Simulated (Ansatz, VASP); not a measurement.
# NbSi: VASP beside Ansatz, part 2 of 2

Aim: how closely do two programs agree when they are given the same cell, functional and k mesh? The cell is invented: As first built, before any earlier steps moved the atoms (in the runner's words): it takes the TaC structure with all of its atoms replaced by other elements, volume scaled by an estimate. It may not be a known or stable phase. The cell is taken from a series of VASP runs on this material, whose earlier steps may have relaxed, scaled or displaced it; both programs get it as it stands.

VASP 6.6.1 and Ansatz 0.2.0.

So far: The structure; VASP: band structure, HSE03.

## Step 3: Ansatz: band structure, HSE03

Level of this step: Ansatz beside VASP: Kohn-Sham DFT, plane waves, HSE03 (Ansatz).

Ansatz runs on its default PAW (the set named soft_2) files.

The same cell, functional, mesh and smearing now go to Ansatz, which takes its cutoff from its data sets.

Contents of input.yaml:

```yaml
crystal:
  lattice:
    - [0.0, 2.5712175395, 2.5712175395]
    - [2.5712175395, 0.0, 2.5712175395]
    - [2.5712175395, 2.5712175395, 0.0]
  atoms:
    - { symbol: Nb, position: [0.0, 0.0, 0.0] }
    - { symbol: Si, position: [0.5, 0.5, 0.5] }
hamiltonian:
  xc: { exchange: pbe, correlation: pbe, exx: { coeff: 0.25, omega: 0.3 } }
  pseudopotentials: { kind: paw }
kpoints:
  mp_grid: { grid: [5, 5, 5] }
  band_path:
    path:
      - [0.0, 0.0, 0.0]
      - [0.5, 0.0, 0.5]
      - [0.5, 0.22222, 0.72222]
      - [0.40278, 0.34722, 0.75]
      - [0.125, 0.125, 0.25]
      - [0.27778, 0.27778, 0.27778]
      - [0.55556, 0.38889, 0.55556]
      - [0.58333, 0.25, 0.66667]
      - [0.5, 0.30556, 0.69444]
      - [0.48611, 0.48611, 0.52778]
      - [0.625, 0.25, 0.625]
      - [0.5, 0.0, 0.5]
    npoints: 1
scf:
  occupations: { method: gaussian, width: 0.02 }
  n_extra_bands: 7
output:
  forces: true
  stress: true
  eigenvalues: true
```

The run is started by

```bash
$ ansatz run input.yaml --threads 4 --pin off --max-ram 9216MiB --backend cpu --events-out ev --progress --plain --runs-dir out
```

Numbers of over 12 decimals in the logs are rounded to 6 here.

What it wrote:

```text
Warning: output.stress: scf.convergence.dr2_threshold = 1e-7 eV (the SCF's general default) is looser than the 2e-10 eV advised for a printed stress (1e-10 eV for each atom of the cell: 2). What an SCF threshold leaves in a stress goes as its square root, and in the free energy as the threshold itself, and one threshold admits the most on a small cell: [figures from the program's tests cut] Set scf.convergence.dr2_threshold to 2e-10 eV or tighter. The threshold is an SCF's pass mark: one that does not reach it within its budget of iterations ends unconverged, or closes short of it on a stop that the run arms, and scf.convergence.dr2_threshold's page says what that costs each kind of run
Warning: output.stress: scf.exx.energy_threshold = 1e-6 eV is looser than the 2e-8 eV advised for a stress under a hybrid functional (1e-8 eV for each atom of the cell: 2). Every SCF of the exchange loop can meet its threshold on dr2 while the loop round them stops early: no threshold on dr2 bounds what that leaves in the stress. Set scf.exx.energy_threshold to 2e-8 eV or tighter. The threshold is the loop's pass mark: a loop that does not reach it within its budget of cycles ends unconverged, and scf.exx.energy_threshold's page has the law
scf.n_extra_bands = 7 over 9 filled bands (N_el = 17.0): the run solves 16 bands
Engine: ansatz 0.2.0, aarch64-unknown-linux-gnu
Pseudopotentials: kind: paw
Pseudopotential: Nb, paw, valence charge 13, recommended cutoff 420 eV (normal), Nb.paw.azcp
Pseudopotential: Si, paw, valence charge 4, recommended cutoff 420 eV (normal), Si.paw.azcp
Functional definition: unnamed
  parameter a_1 = 0.25
  parameter omega_1 = 0.3/angstrom
  exchange = pbe_x + (-a_1)*pbe_x_sr(omega_1) + a_1*exact_x_sr(omega_1)
  correlation = pbe_c
Crystal: 2 atoms, lattice volume = 33.997 Å³
Basis set: ecut = 420 eV, 645 PW (Γ), exchange–correlation on 50×50×50 points (8 copies of the dense FFT grid, shifted against one another)
Bands: 16, of which v1, the nominal top of the filled ones, is band 9 counted from 1 (8 counted from 0)
Symmetry: 48 space group operations
Space group: Fm-3m (ITA 225), of the structure as read, at distance tolerance 3.2e-5 Å
k-points: 10 of 125
Non-local potential: Nb, projectors of the file, l = 0: 3, l = 1: 2, l = 2: 2, l = 3: 1
Non-local potential: Si, projectors of the file, l = 0: 2, l = 1: 2, l = 2: 2
PAW form: soft (Blöchl's): semilocal exchange-correlation on the pseudo side does not see the compensation charge
PAW frozen core: Nb, regenerated for the run's functional, and the local potential with it (the file was generated under x = pbe(κ = 0.804, μ = 0.219515), c = pbe(β = 0.066725))
PAW frozen core: Si, regenerated for the run's functional, and the local potential with it (the file was generated under x = pbe(κ = 0.804, μ = 0.219515), c = pbe(β = 0.066725))
PAW one-centre angular grid: Nb, 590 points (default); XC on 64 Gauss nodes
PAW one-centre angular grid: Si, 110 points (default); XC on 64 Gauss nodes
Initial density: superposition of atomic densities (neutral atoms: chi_scale 0, normalization atom), corrected by the library's trained network
Initial wavefunctions: pseudopotential atomic-orbital guess
Functional: x = pbe(κ = 0.804, μ = 0.219515), c = pbe(β = 0.066725), warm-up for x = pbe(κ = 0.804, μ = 0.219515) + 0.25 (exact − pbe) at short range (hse, ω = 0.3 Å⁻¹), c = pbe(β = 0.066725)
SCF iter   1: F=—  HF=-5188.527604 eV  |F-HF|=—  |Δ(HF+E_count)|=         —  Δρ=6.63e-3  dr2=2.46e-2  ethr=1.77e-3  ⟨swp⟩=10.1  Hψ=742  notcnv=0
preconditioner: auto → none  [insulator: Δε(μ)=0.070 eV  Ē_g=9.478 eV  σ=0.020 eV  W_gap=0.79  n_scr=8 (ndim 8)  ℏωp=19.1 eV  f_vac=0.000  D(μ)=3.90/eV (n_scr^D=58)]
SCF iter   2: F=—  HF=-5188.522802 eV  |F-HF|=—  |Δ(HF+E_count)|=   4.80e-3  Δρ=3.06e-3  dr2=4.78e-3  ethr=1.45e-4  ⟨swp⟩=3.2  Hψ=336  notcnv=0  defer=1
iter 3 solved again at ethr=4.97e-7 eV; its pass at ethr=2.81e-5 eV (dr2=8.45e-5 eV) is discarded
SCF iter   3: F=—  HF=-5188.521937 eV  |F-HF|=—  |Δ(HF+E_count)|=   8.65e-4  Δρ=4.23e-4  dr2=8.51e-5  ethr=4.97e-7  ⟨swp⟩=2.9  Hψ=636  notcnv=0
SCF iter   4: F=—  HF=-5188.521926 eV  |F-HF|=—  |Δ(HF+E_count)|=   1.06e-5  Δρ=1.54e-4  dr2=1.17e-5  ethr=4.97e-7  ⟨swp⟩=2.7  Hψ=269  notcnv=0
SCF iter   5: F=—  HF=-5188.521924 eV  |F-HF|=—  |Δ(HF+E_count)|=   1.62e-6  Δρ=3.27e-5  dr2=5.17e-7  ethr=6.86e-8  ⟨swp⟩=2.0  Hψ=250  notcnv=0
SCF iter   6: F=—  HF=-5188.521924 eV  |F-HF|=—  |Δ(HF+E_count)|=   3.57e-8  Δρ=5.44e-6  dr2=3.51e-9  ethr=3.04e-9  ⟨swp⟩=3.4  Hψ=283  notcnv=0
SCF iter   7: F=—  HF=-5188.521924 eV  |F-HF|=—  |Δ(HF+E_count)|=   1.46e-9  Δρ=1.95e-6  dr2=1.73e-9  ethr=2.07e-11  ⟨swp⟩=3.5  Hψ=305  notcnv=0
SCF iter   8: F=-5188.521924 eV  HF=-5188.521924 eV  |F-HF|=8.55e-11  |Δ(HF+E_count)|=  3.13e-10  Δρ=4.18e-7  dr2=9.66e-11  ethr=1.02e-11  ⟨swp⟩=2.0  Hψ=250  notcnv=0
SCF 1 converged in 8 iterations: F = -5188.521924 eV  dr2 = 9.66e-11
  greatest PAW one-centre occupation: 0.998 electrons in one spin orbital (limit 2), on the Nb atom at site 0 (counted from 0), in its partial waves of l = 0
Initial density: handed on by an earlier stage of this run
Initial wavefunctions: those handed on with the density
Functional: x = pbe(κ = 0.804, μ = 0.219515) + 0.25 (exact − pbe) at short range (hse, ω = 0.3 Å⁻¹), c = pbe(β = 0.066725)
Exchange kernel: α = 0.2500, screened, ω = 0.3000 Å⁻¹, Wigner–Seitz truncation, v(0) = 502.6077 eV·Å³, q-mesh 5×5×5, nearest image of the exchange supercell L = 18.18 Å, pair-density grid 15×15×15, without the augmentation charges, whose exchange is taken in its separable form by FFT convolution over the k-point mesh (sized by the pseudopotential files, 20×20×20 at the most), smooth part of the exact exchange by density-matrix convolution
Frozen-core exchange: fock
iter 1 solved again at ethr=2.96e-4 eV; its pass at ethr=1.00e-1 eV (dr2=5.03e-2 eV) is discarded
SCF iter   1: F=—  HF=-5191.091334 eV  |F-HF|=—  |Δ(HF+E_count)|=         —  Δρ=9.93e-3  dr2=5.49e-2  ethr=2.96e-4  ⟨swp⟩=3.4  Hψ=670  notcnv=0
preconditioner: auto → none  [insulator: Δε(μ)=0.054 eV  Ē_g=10.514 eV  σ=0.020 eV  W_gap=0.79  n_scr=8 (ndim 8)  ℏωp=19.1 eV  f_vac=0.000  D(μ)=4.02/eV (n_scr^D=58)]
SCF iter   2: F=—  HF=-5191.079547 eV  |F-HF|=—  |Δ(HF+E_count)|=   1.18e-2  Δρ=3.86e-3  dr2=7.68e-3  ethr=2.96e-4  ⟨swp⟩=3.0  Hψ=424  notcnv=0
SCF iter   3: F=—  HF=-5191.076967 eV  |F-HF|=—  |Δ(HF+E_count)|=   2.58e-3  Δρ=1.40e-3  dr2=4.46e-4  ethr=4.39e-5  ⟨swp⟩=3.0  Hψ=355  notcnv=0
SCF iter   4: F=—  HF=-5191.076859 eV  |F-HF|=—  |Δ(HF+E_count)|=   1.08e-4  Δρ=2.64e-4  dr2=1.04e-5  ethr=2.34e-6  ⟨swp⟩=2.7  Hψ=274  notcnv=0
SCF iter   5: F=-5191.076862 eV  HF=-5191.076862 eV  |F-HF|=1.30e-7  |Δ(HF+E_count)|=   3.56e-6  Δρ=5.92e-5  dr2=4.45e-7  ethr=4.78e-8  ⟨swp⟩=3.8  Hψ=328  notcnv=0
SCF 2 stopped early in 5 iterations: F = -5191.076862 eV  dr2 = 4.45e-7
hybrid outer 1: dexx = +3.607e-3 eV, tail = 5.59e-6 eV
Exchange kernel: α = 0.2500, screened, ω = 0.3000 Å⁻¹, Wigner–Seitz truncation, v(0) = 502.6077 eV·Å³, q-mesh 5×5×5, nearest image of the exchange supercell L = 18.18 Å, pair-density grid 15×15×15, without the augmentation charges, whose exchange is taken in its separable form by FFT convolution over the k-point mesh (sized by the pseudopotential files, 20×20×20 at the most), smooth part of the exact exchange by density-matrix convolution
Frozen-core exchange: fock
SCF iter   1: F=—  HF=-5191.076830 eV  |F-HF|=—  |Δ(HF+E_count)|=         —  Δρ=2.68e-5  dr2=8.94e-8  ethr=1.64e-7  ⟨swp⟩=4.2  Hψ=458  notcnv=0
preconditioner: auto → none  [insulator: Δε(μ)=0.090 eV  Ē_g=10.478 eV  σ=0.020 eV  W_gap=0.79  n_scr=8 (ndim 8)  ℏωp=19.1 eV  f_vac=0.000  D(μ)=3.89/eV (n_scr^D=58)]
SCF iter   2: F=—  HF=-5191.076830 eV  |F-HF|=—  |Δ(HF+E_count)|=   4.83e-8  Δρ=1.34e-5  dr2=2.24e-8  ethr=5.07e-10  ⟨swp⟩=3.0  Hψ=287  notcnv=0
SCF iter   3: F=-5191.076830 eV  HF=-5191.076830 eV  |F-HF|=5.53e-9  |Δ(HF+E_count)|=   4.03e-9  Δρ=3.34e-6  dr2=6.58e-9  ethr=1.31e-10  ⟨swp⟩=3.1  Hψ=276  notcnv=0
SCF 3 converged in 3 iterations: F = -5191.076830 eV  dr2 = 6.58e-9
  Residual-converged pass: ⟨swp⟩=3.0  Hψ=309  notcnv=0  max |occ|·‖R‖ = 2.4e-6 eV (tolerance 2.4e-6 eV)  dr2=6.68e-9  dr2_onsite=1.71e-10  max |Δocc| = 3.2e-24
hybrid outer 2: dexx = +6.148e-8 eV, tail = 1.51e-8 eV, Δε = 1.13e-3 eV (about 6.28e-5 eV left of the loop's levels)
NSCF: frozen V_eff on 12 k-points
hybrid SCF converged: 2 outer / 8 inner (+8 warm-up), last move |dexx| = 6.15e-8 eV, tail = 1.51e-8 eV
Stability not checked: this state was not tested for a lower state beside it, because the functional holds exact exchange (a hybrid, or Hartree-Fock), whose exchange loop this test does not read (fock_operator; see scf.lower_state_search)
Free energy (F): -5191.076830 eV
Frozen-core exchange: fock
Harris-Foulkes:  -5191.076830 eV  (|F-HF|=5.53e-9)
Internal energy: -5191.076051 eV  (E = F + TS)
E sigma→0 (E₀):  -5191.076440 eV
Entropy (-TS):   -0.000779 eV (-0.389 meV/atom)
Fermi energy:    13.822937 eV
--- Per-component energies (eV) ---
  E_band       = -123.512682
  E_kinetic    = 434.400275
  E_local      = -898.880342  (includes V_loc(G=0)·N_el)
  E_nonlocal   = 144.386839
  E_hartree    = 294.903705
  E_xc         = -189.192418
  E_vxc        = -210.796622  (∫ρ·V_xc dr)
  E_exx        = -39.004540  (= α·E_x^exact, valence–valence)
  E_paw        = -3590.992790  (= ΣΔE_a)
  E_vpaw       = -104.423398  (= ΣTr[D̂ρ^β])
  E_aug_tail   = 0.000016  (compensation charges beyond the density's cutoff)
  E_ewald      = -1346.221725
  E_core_change = -0.475071  (= ΣΔE_core)
  E_smearing   = -0.000779  (= −TS)
  E_closure    = 0.000001  (closes the sum)
  Σ components = -5191.076830   (vs F -5191.076830, Δ=0.00e0)
--- Forces (eV/Å), atoms counted from 1 ---
  atom   1  Nb    -0.00000000     0.00000000    -0.00000000
  atom   2  Si    -0.00000000     0.00000000    -0.00000000
  max |Σ_I F_I| component: 1.68e-30 eV/Å
--- Stress (GPa, compression-positive) ---
       -2.403645       0.000000       0.000000
        0.000000      -2.403645      -0.000000
        0.000000      -0.000000      -2.403645
  P = ⅓ Tr σ = -2.4036 GPa (-24.036 kbar)
--- Band table (eV; the first three rows and the last of 10) ---
  k-point 0: bands = [... 5 lower, 12.6903, 12.6903, 12.6903, 13.1126, 13.1126, 16.6406, 16.6406, 16.6406, ... 3 higher]
  k-point 1: bands = [... 5 lower, 11.1879, 11.6884, 11.6884, 13.5189, 13.5189, 16.2021, 18.9059, 18.9059, ... 3 higher]
  k-point 2: bands = [... 5 lower, 8.3240, 10.4873, 10.4873, 15.2279, 15.2279, 16.6108, 19.6299, 21.6579, ... 3 higher]
  k-point 9: bands = [... 5 lower, 9.2643, 10.1473, 10.9691, 14.9706, 15.9147, 16.5073, 17.0979, 19.1096, ... 3 higher]
```

The job ended after 13 s (4 threads of Arm Neoverse V2, shared host; peak memory 0.7 GiB).

In the SCF lines HF is the Harris–Foulkes energy and dr2 the Hartree energy of the density residual, in eV; the loop may stop once dr2 is under the threshold and the program's other checks hold. Hψ counts applications of the Hamiltonian.

## Step 4: Side by side

Known differences besides the potentials themselves: exact exchange at q = 0 is treated differently, which shows on coarse meshes; VASP keeps PBE cores, Ansatz makes them for the functional; the cutoff is 420 eV in Ansatz and 400 eV in VASP; VASP takes a coarser grid for exact exchange (PRECFOCK = Fast). Total energies have different zeros and are not compared.

Levels from 3 eV below to 2 eV above the Fermi level differ by 3 meV r.m.s. and 8 meV at most; each VASP level is matched to the nearest of Ansatz, which flatters the figure a little.

## Step 5: What came out

```json
{
 "r.m.s. difference of levels near the Fermi level (band structure, HSE03)": "3.1 meV"
}
```

What this shows: The r.m.s. difference of levels near the Fermi level is 3.1 meV (band structure, HSE03), within the 80 meV picked in this series as the mark of a large difference. How closely two codes agree says nothing of how well the functional describes the real material.

[Lines on the potential files, build, host, timing and source positions are cut from VASP's logs without a mark.]

[Logs are printed without paths, hosts, clocks, repeated set-up lines and the standing remarks that a program may print on its own settings, such as how far it seeks lower states.]

[Hosts, paths, dates, database ids (printed as entryN), source tags and the programs' standing remarks are cut or masked in the printed files.]
